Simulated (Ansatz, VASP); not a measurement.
## Cross-check of SnH2 between VASP and Ansatz

One calculation is typed for both programs; each brings its own data sets. How far apart do they land? The cell is generated by rule, not measured, and may not be a known phase. The cell is taken from a series of runs on this material, whose earlier steps may have relaxed, scaled, displaced or heated it; both programs get it as it stands.

Main program and level: Ansatz 0.2.0; plane waves, with VASP 6.6.1 beside it; relaxation of cell and atoms at PBEsol.

The structure was built from a prototype and need not be the compound's stable phase.

## Step 1: Starting point

The structure is cubic, space group Fm-3m (No. 225). The conventional cell has a = 5.277 Å, b = 5.277 Å, c = 5.277 Å, α = 90.00°, β = 90.00°, γ = 90.00°. Nearest to Sn lie 8 H at 2.29 Å. H has 4 Sn at 2.29 Å nearest. Farther neighbours are not listed.

## Step 2: VASP: relaxation of cell and atoms, PBEsol

The relaxed volume is the usual yardstick between codes: in a stiff, nearly cubic crystal its relative difference is about their pressure difference at one cell divided by the bulk modulus.

Lines of VASP's logs that name or quote its potential files are left out, and so is its time.

INCAR reads:

```
SYSTEM = SnH2
PREC = Accurate
ENCUT = 500
EDIFF = 1E-07
NELM = 120
ISMEAR = 0
SIGMA = 0.1
LREAL = .FALSE.
ALGO = Normal
GGA = PS
NBANDS = 14
LORBIT = 11
LWAVE = .FALSE.
LCHARG = .FALSE.
ISIF = 3
IBRION = 2
NSW = 80
EDIFFG = -0.005
LASPH = .TRUE.
GGA_COMPAT = .FALSE.
NELMIN = 4
```

POSCAR reads:

```
SnH2
1.0
   -2.6387230000      0.0000000000      2.6387230000
    0.0000000000      2.6387230000      2.6387230000
   -2.6387230000      2.6387230000      0.0000000000
Sn H
1 2
Direct
    0.0000000000      0.0000000000      0.0000000000
    0.7499999053      0.7499999053      0.7499999053
    0.2499999053      0.2499999053      0.2499999053
```

KPOINTS reads:

```
Automatic mesh
0
Gamma
10 10 10
0 0 0
```

The projector-augmented-wave data sets are Sn_d and H (PBE family, release 64).

Launch:

```console
mpirun -np 1 vasp_std
```

Numbers of over 12 decimals in the logs are rounded to 6 here.

Output:

```text
[banner, memory and clock lines left out]
running    1 mpi-ranks, on    1 nodes
 distrk:  each k-point on    1 cores,    1 groups
 distr:  one band on    1 cores,    1 groups

 POSCAR found type information on POSCAR SnH
 POSCAR found :  2 types and       3 ions
|                                                                             |
|               ----> ADVICE to this user running VASP <----                  |
|                                                                             |
|     You enforced a specific xc type in the INCAR file but a different       |
|     [... a line on the potential file left out ...]
|     I HOPE YOU KNOW WHAT YOU ARE DOING!                                     |
|                                                                             |

 LDA part: xc-table for (Slater+PW92), standard interpolation
 POSCAR, INCAR and KPOINTS ok, starting setup
 FFT: planning ... GRIDC
 FFT: planning ... GRID_SOFT
 FFT: planning ... GRID
 WAVECAR not read
 entering main loop
       N       E                     dE             d eps       ncg     rms          rms(c)
DAV:   1     0.897571693883E+02    0.89757E+02   -0.77883E+03  1340   0.149E+03
DAV:   2    -0.271996558099E+01   -0.92477E+02   -0.88492E+02  1400   0.348E+02
DAV:   3    -0.961212892418E+01   -0.68922E+01   -0.68435E+01  1622   0.792E+01
DAV:   4    -0.976534809374E+01   -0.15322E+00   -0.15317E+00  1576   0.127E+01
DAV:   5    -0.977110180407E+01   -0.57537E-02   -0.57536E-02  1950   0.235E+00    0.316E+00
DAV:   6    -0.949477939163E+01    0.27632E+00   -0.15053E-01  1876   0.501E+00    0.152E+00
DAV:   7    -0.943165031952E+01    0.63129E-01   -0.12030E-01  1762   0.291E+00    0.289E-01
DAV:   8    -0.943233808761E+01   -0.68777E-03   -0.15852E-02  1616   0.164E+00    0.101E-01
DAV:   9    -0.943242598655E+01   -0.87899E-04   -0.49247E-04  2012   0.308E-01    0.516E-02
DAV:  10    -0.943242663210E+01   -0.64555E-06   -0.55111E-05  1616   0.775E-02    0.191E-02
DAV:  11    -0.943242889669E+01   -0.22646E-05   -0.83703E-06  1676   0.305E-02    0.645E-03
DAV:  12    -0.943242778069E+01    0.11160E-05   -0.12761E-06  1778   0.155E-02    0.119E-03
DAV:  13    -0.943242767561E+01    0.10508E-06   -0.16257E-07  1506   0.366E-03    0.657E-04
DAV:  14    -0.943242771775E+01   -0.42138E-07   -0.33591E-09   886   0.677E-04
   1 F= -.94324277E+01 E0= -.94313113E+01  d E =-.943243E+01
 curvature:   0.00 expect dE= 0.000E+00 dE for cont linesearch  0.000E+00
 trial: gam= 0.00000 g(F)=  0.701E-43 g(S)=  0.328E-04 ort = 0.000E+00 (trialstep = 0.100E+01)
 search vector abs. value=  0.328E-04
 bond charge predicted
       N       E                     dE             d eps       ncg     rms          rms(c)
DAV:   1    -0.943268789178E+01   -0.26022E-03   -0.45871E-03  1688   0.125E+00    0.835E-02
DAV:   2    -0.943249476258E+01    0.19313E-03   -0.28089E-04  1610   0.328E-01    0.370E-02
DAV:   3    -0.943245195164E+01    0.42811E-04   -0.11217E-04  1758   0.193E-01    0.429E-03
DAV:   4    -0.943245109304E+01    0.85859E-06   -0.42498E-06  1558   0.261E-02    0.142E-03
DAV:   5    -0.943245118776E+01   -0.94718E-07   -0.19114E-07  1522   0.387E-03
   2 F= -.94324512E+01 E0= -.94313156E+01  d E =-.234700E-04
 trial-energy change:   -0.000023  1 .order   -0.000021   -0.000033   -0.000010
 step:   1.2381(harm=  1.4124)  dis= 0.00000  next Energy=    -9.432452 (dE=-0.246E-04)
 reached required accuracy - stopping structural energy minimisation
```

From OUTCAR (step 2):

```text
ion  position               nearest neighbor table
   1  0.000  0.000  0.000-   3 2.29   2 2.29   2 2.29   2 2.29   3 2.29   3 2.29   3 2.29   2 2.29

  LATTYP: Found a face centered cubic cell.
 ALAT       =     5.2774460000

 Subroutine GETGRP returns: Found 48 space group operations
 (whereof 48 operations were pure point group operations)

The static configuration has the point symmetry O_h .

 Found     47 irreducible k-points:

   k-points           NKPTS =     47   k-points in BZ     NKDIM =     47   number of bands    NBANDS=     14

   dimension x,y,z NGX =    28 NGY =   28 NGZ =   28
   dimension x,y,z NGXF=    56 NGYF=   56 NGZF=   56

   ENCUT  =  500.0 eV  36.75 Ry    6.06 a.u.   6.80  6.80  6.80*2*pi/ulx,y,z

   NELECT =      16.0000    total number of electrons

 k-points in reciprocal lattice and weights: Automatic mesh
   0.00000000  0.00000000  0.00000000       0.001
   0.10000000  0.00000000  0.00000000       0.008
   0.20000000  0.00000000  0.00000000       0.008
   0.30000000  0.00000000  0.00000000       0.008
   0.40000000  0.00000000  0.00000000       0.008
   0.50000000  0.00000000  0.00000000       0.004
   0.10000000  0.10000000  0.00000000       0.006
   0.20000000  0.10000000  0.00000000       0.024
   0.30000000  0.10000000  0.00000000       0.024
[...]
-0.30000000  0.40000000  0.20000000       0.024
  -0.30000000  0.50000000  0.20000000       0.012

 average (electrostatic) potential at core
       1-100.9485       2 -30.2213       3 -30.2213

 E-fermi :   6.0939

 k-point     1 :       0.0000    0.0000    0.0000
  band No.  band energies     occupation
    ...
      3     -15.5487      2.00000
      4     -15.5145      2.00000
      5     -15.5145      2.00000
      6      -5.6433      2.00000
      7       5.2901      2.00000
      8      10.7609      0.00000
      9      10.7609      0.00000
     10      10.7609      0.00000
     11      11.6712      0.00000
     12      14.1620      0.00000
    ...

 k-point     2 :       0.1000    0.0000    0.0000
  band No.  band energies     occupation
    ...
      3     -15.5453      2.00000
      4     -15.5143      2.00000
      5     -15.5143      2.00000
      6      -5.4832      2.00000
      7       5.0777      2.00000
      8       9.0159      0.00000
      9      10.4972      0.00000
     10      10.4972      0.00000
     11      12.0670      0.00000
     12      14.5652      0.00000
    ...

 k-point     3 :       0.2000    0.0000    0.0000
  band No.  band energies     occupation
    ...
      3     -15.5398      2.00000
      4     -15.5104      2.00000
      5     -15.5104      2.00000
      6      -5.0033      2.00000
      7       4.1240      2.00000
      8       7.4666      0.00000
      9       9.9881      0.00000
     10       9.9881      0.00000
     11      11.6059      0.00000
     12      15.0079      0.00000
    ...

  Total       -0.0076117     -0.0076117     -0.0076117      0.0000000      0.0000000      0.0000000
  in kB       -0.3322982     -0.3322982     -0.3322982      0.0000000      0.0000000      0.0000000
  external PRESSURE =      -0.3322982 kB  Pullay stress =       0.0000000 kB

  energy-cutoff  :      500.00
  volume of cell :       36.70
      direct lattice vectors                 reciprocal lattice vectors
    -2.637616733 -0.000000000  2.637616733    -0.189565070 -0.189565070  0.189565070
    -0.000000000  2.637616733  2.637616733     0.189565070  0.189565070  0.189565070
    -2.637616733  2.637616733 -0.000000000    -0.189565070  0.189565070 -0.189565070

 POSITION                                       TOTAL-FORCE (eV/Angst)
 -----------------------------------------------------------------------------------
     -2.63762      2.63762      5.27523        -0.000000      0.000000     -0.000000
     -3.95642      3.95642      3.95642        -0.000000      0.000000      0.000000
     -1.31881      1.31881      1.31881         0.000000     -0.000000     -0.000000
 -----------------------------------------------------------------------------------
    total drift:                               -0.000025      0.000025      0.000025

  FREE ENERGIE OF THE ION-ELECTRON SYSTEM (eV)
  ---------------------------------------------------
  free  energy   TOTEN  =        -9.4324511878 eV

  energy  without entropy=       -9.4301800962  energy(sigma->0) =       -9.43131564

 reached required accuracy - stopping structural energy minimisation

 total charge
# of ion       s       p       d       tot
------------------------------------------
    1        1.337   0.764  10.018  12.119
    2        0.471   0.010   0.000   0.481
    3        0.471   0.010   0.000   0.481
--------------------------------------------------
tot          2.280   0.784  10.018  13.081

[... 3 further parts left out ...]
```

CONTCAR:

```
SnH2
   1.00000000000000
    -2.6376167329668716   -0.0000000000000000    2.6376167329668716
    -0.0000000000000000    2.6376167329668716    2.6376167329668716
    -2.6376167329668716    2.6376167329668716   -0.0000000000000000
  Sn              H
     1     2
Direct
     1.0000000000000000    1.0000000000000000    0.0000000000000000
     0.7499999053000010    0.7499999053000010    0.7499999053000010
     0.2499999053000010    0.2499999053000010    0.2499999053000010
```

The run keeps the 48 symmetry operations of its start, so it cannot find a distortion of lower symmetry.

## Step 3: Ansatz: relaxation of cell and atoms, PBEsol

Ansatz runs on norm-conserving files, of PseudoDojo where its log says so.

The same cell, functional, mesh and smearing now go to Ansatz.

input.yaml reads:

```yaml
crystal:
  lattice:
    - [-2.6387228365, 0.0, 2.6387228365]
    - [0.0, 2.6387228365, 2.6387228365]
    - [-2.6387228365, 2.6387228365, 0.0]
  atoms:
    - { symbol: Sn, position: [0.0, 0.0, 0.0] }
    - { symbol: H, position: [0.75, 0.75, 0.75] }
    - { symbol: H, position: [0.25, 0.25, 0.25] }
kpoints:
  mp_grid: { grid: [10, 10, 10] }
hamiltonian:
  xc: pbesol
  pseudopotentials: { kind: nc, accuracy: standard }
scf:
  occupations: { method: gaussian, width: 0.1 }
output:
  forces: true
  stress: true
  eigenvalues: true
basis:
  ecutwfc: 870.764
relax:
  adjacent_minimum: "off"
  f_tol: 0.003
  max_steps: 80
  cell: { stress_tol: 0.03 }
```

Launch:

```console
ansatz run input.yaml --threads 2 --pin off --max-ram 4096MiB --backend cpu --events-out ev --progress --plain --runs-dir out
```

Output:

```text
Warning: basis.ecutwfc = 870.764 eV is below the records' recommended 979.609905 eV, and the density's cutoff is lower with it unless basis.ecutrho_ratio is high enough to keep the records' density cutoff: compare with a run at a higher cutoff
Engine: ansatz 0.2.0, aarch64-unknown-linux-gnu
Pseudopotentials: kind: nc
Pseudopotential: Sn, nc, valence charge 14, recommended cutoff 979.609905 eV (normal), Sn.nc.azcp (PseudoDojo's, or run here from an input of PseudoDojo's; its table is named by hamiltonian.pseudopotentials.accuracy)
Pseudopotential: H, nc, valence charge 1, recommended cutoff 979.609905 eV (normal), H.nc.azcp (PseudoDojo's, or run here from an input of PseudoDojo's; its table is named by hamiltonian.pseudopotentials.accuracy)
Functional definition: PBEsol
  exchange = pbesol_x
  correlation = pbesol_c
Crystal: 3 atoms, lattice volume = 36.746 Å³
Basis set: ecut = 870.764 eV, 2109 PW (Γ), exchange–correlation on 72×72×72 points (8 copies of the dense FFT grid, shifted against one another)
Bands: 12, of which v1, the nominal top of the filled ones, is band 8 counted from 1 (7 counted from 0)
Symmetry: 48 space group operations
Space group: Fm-3m (ITA 225), of the structure as read, at distance tolerance 3.3e-5 Å
k-points: 47 of 1000
Non-local potential: Sn, projectors of the file, l = 0: 2, l = 1: 2, l = 2: 2, l = 3: 2
Non-local potential: H, projectors of the file, l = 0: 2, l = 1: 1
Initial density: superposition of atomic densities (chi_scale 0.1, normalization cell, long waves kept (reshape's long-wave potential 0.00 eV rms))
Initial wavefunctions: pseudopotential atomic-orbital guess
Functional: x = pbesol(κ = 0.804, μ = 0.123457), c = pbesol(β = 0.046)
SCF iter   1: F=—  HF=-2170.645748 eV  |F-HF|=—  |Δ(HF+E_count)|=         —  Δρ=4.79e-2  dr2=9.55e-1  ethr=3.10e-3  ⟨swp⟩=4.3  Hψ=2984  notcnv=0
preconditioner: auto → none  [insulator: Δε(μ)=0.142 eV  Ē_g=19.683 eV  σ=0.100 eV  W_gap=0.51  n_scr=8 (ndim 8)  ℏωp=24.5 eV  f_vac=0.000  D(μ)=0.48/eV (n_scr^D=0)  ε∞_Penn≈2.5]
SCF iter   2: F=—  HF=-2170.306862 eV  |F-HF|=—  |Δ(HF+E_count)|=   3.39e-1  Δρ=1.04e-2  dr2=4.53e-2  ethr=3.10e-3  ⟨swp⟩=2.7  Hψ=1231  notcnv=0  defer=8
SCF iter   3: F=—  HF=-2170.294219 eV  |F-HF|=—  |Δ(HF+E_count)|=   1.26e-2  Δρ=1.91e-3  dr2=1.02e-3  ethr=2.83e-4  ⟨swp⟩=2.0  Hψ=771  notcnv=0  defer=8
SCF iter   4: F=—  HF=-2170.294409 eV  |F-HF|=—  |Δ(HF+E_count)|=   1.90e-4  Δρ=4.05e-4  dr2=3.32e-5  ethr=6.36e-6  ⟨swp⟩=2.0  Hψ=740  notcnv=0  defer=8
SCF iter   5: F=—  HF=-2170.294419 eV  |F-HF|=—  |Δ(HF+E_count)|=   9.88e-6  Δρ=1.52e-5  dr2=4.53e-8  ethr=6.25e-10  ⟨swp⟩=5.7  Hψ=3035  notcnv=0
SCF iter   6: F=-2170.294419 eV  HF=-2170.294419 eV  |F-HF|=3.05e-10  |Δ(HF+E_count)|=   5.05e-9  Δρ=1.61e-6  dr2=4.19e-10  ethr=2.83e-10  ⟨swp⟩=2.7  Hψ=1857  notcnv=0
SCF 1 converged in 6 iterations: F = -2170.294419 eV  dr2 = 4.19e-10
relax step   1: F+E_penalty+E_count = -2170.29441913 eV  Δ(F+E_penalty+E_count) = +0.000e0 eV  max|allowed force component| = 1.542e-18 eV/Å  Δτ_max = 0.0000 Å  P = -0.013 GPa  Ω = 36.746 Å³  (6 SCF iters, dr2 threshold 1.00e-7 eV, accepted)
Initial density: handed on by an earlier stage of this run
Initial wavefunctions: pseudopotential atomic-orbital guess (no wavefunctions were taken with the density)
iter 1 solved again at ethr=2.65e-8 eV; its pass at ethr=3.10e-3 eV (dr2=4.24e-6 eV) is discarded
SCF iter   1: F=—  HF=-2170.294421 eV  |F-HF|=—  |Δ(HF+E_count)|=         —  Δρ=1.58e-6  dr2=3.53e-10  ethr=2.65e-8  ⟨swp⟩=3.1  Hψ=4844  notcnv=0
eigensolver tolerance schedule: the retry pair's looser diagonalisation over-reported the residual by 12005.64 of it (diagonalisation noise at 0.11 of the residual, at the tolerance the schedule requests for it); recorded, not acted on — ethr = c·dr2/N_el stays at c = 1.0e-1
preconditioner: auto → none  [metal: Δε(μ)=0.115 eV  Ē_g=20.159 eV  σ=0.100 eV  W_gap=0.47  n_scr=8 (ndim 8)  ℏωp=24.5 eV  f_vac=0.000  D(μ)=0.44/eV (n_scr^D=0)]
SCF iter   2: F=—  HF=-2170.294419 eV  |F-HF|=—  |Δ(HF+E_count)|=   1.45e-6  Δρ=8.21e-7  dr2=1.16e-10  ethr=2.21e-12  ⟨swp⟩=2.5  Hψ=985  notcnv=0
SCF iter   3: F=—  HF=-2170.294419 eV  |F-HF|=—  |Δ(HF+E_count)|=  1.25e-10  Δρ=2.91e-7  dr2=1.97e-11  ethr=1.00e-12  ⟨swp⟩=2.0  Hψ=704  notcnv=0
SCF iter   4: F=-2170.294419 eV  HF=-2170.294419 eV  |F-HF|=2.27e-12  |Δ(HF+E_count)|=  5.91e-12  Δρ=9.51e-8  dr2=2.14e-12  ethr=1.00e-12  ⟨swp⟩=5.7  Hψ=2408  notcnv=0
SCF 2 converged in 4 iterations: F = -2170.294419 eV  dr2 = 2.14e-12
relax step   2: F+E_penalty+E_count = -2170.29441913 eV  Δ(F+E_penalty+E_count) = -9.913e-11 eV  max|allowed force component| = 4.240e-18 eV/Å  Δτ_max = 0.0000 Å  P = -0.013 GPa  Ω = 36.746 Å³  stress off target by 1.27e-2 GPa  SCF on the basis re-selected at this cell (its energy is not comparable with the rows above)  (4 SCF iters)
basis re-selected at this cell: Δ(F+E_penalty+E_count) = -9.913e-11 eV, ΔP = -0.000 GPa vs the last step (what re-selecting the basis moved, of the pressure what is left beyond the Pulay correction that the steps carried, after the strain that the cell walked since its last selection, with what the two solves' SCF thresholds leave and, on support functions, any second-order correction that the steps lacked; it is no  [...]
SCF converged after 4 iterations
Free energy (F): -2170.294419 eV
Harris-Foulkes:  -2170.294419 eV  (|F-HF|=2.27e-12)
Internal energy: -2170.292220 eV  (E = F + TS)
E sigma→0 (E₀):  -2170.293320 eV
Entropy (-TS):   -0.002199 eV (-0.733 meV/atom)
Fermi energy:    8.486334 eV
--- Per-component energies (eV) ---
  E_band       = -111.465981
  E_kinetic    = 1305.577913
  E_local      = -1000.660129  (includes V_loc(G=0)·N_el)
  E_nonlocal   = -1068.226855
  E_hartree    = 508.092897
  E_xc         = -612.354375
  E_vxc        = -364.342722  (∫ρ·V_xc dr)
  E_ewald      = -1302.721671
  E_smearing   = -0.002199  (= −TS)
  E_closure    = 0.000000  (closes the sum)
  Σ components = -2170.294419   (vs F -2170.294419, Δ=0.00e0)
--- Forces (eV/Å), atoms counted from 1 ---
  atom   1  Sn     0.00000000     0.00000000    -0.00000000
  atom   2  H     -0.00000000    -0.00000000    -0.00000000
  atom   3  H      0.00000000    -0.00000000     0.00000000
  max |Σ_I F_I| component: 1.27e-17 eV/Å
--- Stress (GPa, compression-positive) ---
       -0.012674      -0.000000       0.000000
        0.000000      -0.012674       0.000000
        0.000000       0.000000      -0.012674
  P = ⅓ Tr σ = -0.0127 GPa (-0.127 kbar)
--- Band table (eV; the first three rows and the last of 47) ---
  k-point 0: bands = [... 4 lower, -13.1560, -3.2410, 7.6852, 13.1398, 13.1398, 13.1398, 14.0342, 16.5480]
  k-point 1: bands = [... 4 lower, -13.1558, -3.0811, 7.4726, 11.3952, 12.8777, 12.8777, 14.4401, 16.9485]
  k-point 2: bands = [... 4 lower, -13.1517, -2.6020, 6.5188, 9.8487, 12.3710, 12.3710, 13.9880, 17.3890]
  k-point 46: bands = [... 4 lower, -13.1144, 2.4816, 2.5656, 3.6490, 7.5803, 12.5599, 15.1960, 15.8143]
--- Relaxed structure (1 steps of the walk, 1 accepted, 1 SCFs on fresh bases) ---
  F+E_penalty+E_count = -2170.29441913 eV   max|allowed force component| = 4.240e-18 eV/Å   (the final SCF, on the basis selected at the relaxed cell)
  cell:  # Å, volume = 36.7461 Å³
    - [-2.6387228365, 0.0, 2.6387228365]
    - [0.0, 2.6387228365, 2.6387228365]
    - [-2.6387228365, 2.6387228365, 0.0]
  atoms:
    - { symbol: Sn, position: [0.0, 0.0, 0.0] }
    - { symbol: H, position: [0.75, 0.75, 0.75] }
    - { symbol: H, position: [0.250000, 0.250000, 0.250000] }
```

## Step 4: Side by side

Known differences besides the potentials themselves: the cutoff is 870.764 eV in Ansatz and 500 eV in VASP; Ansatz adds a Pulay correction to the stress that steers its cell, VASP none; Ansatz's log warns that its cutoff lies below the recommended one. Total energies have different zeros and are not compared.

Compared:

```csv
quantity,Ansatz,VASP,difference
volume (Å³),36.75,36.70,+0.13 %
"edge a after relaxation, in the typed setting (Å)",3.732,3.730,+0.04 %
```

## Step 5: Results

- difference in volume (relaxation of cell and atoms, PBEsol): 0.13 %

**Reading.** The difference in volume is 0.13 % (relaxation of cell and atoms, PBEsol), within the 1.2 % picked in this series as the mark of a large difference, as far as the stopping tolerances let one tell. 1 further run of this series is not shown here. Such differences can come from data sets, numerical settings and the points named under the comparisons, not from the functional's error against experiment.

[Lines on the potential files, build, host, timing and source positions are cut from VASP's logs without a mark.]

[Logs are printed without paths, hosts, clocks, repeated set-up lines and the standing remarks that a program may print on its own settings, such as how far it seeks lower states.]

[Hosts, paths, dates, database ids (printed as entryN), source tags and the programs' standing remarks are cut or masked in the printed files.]
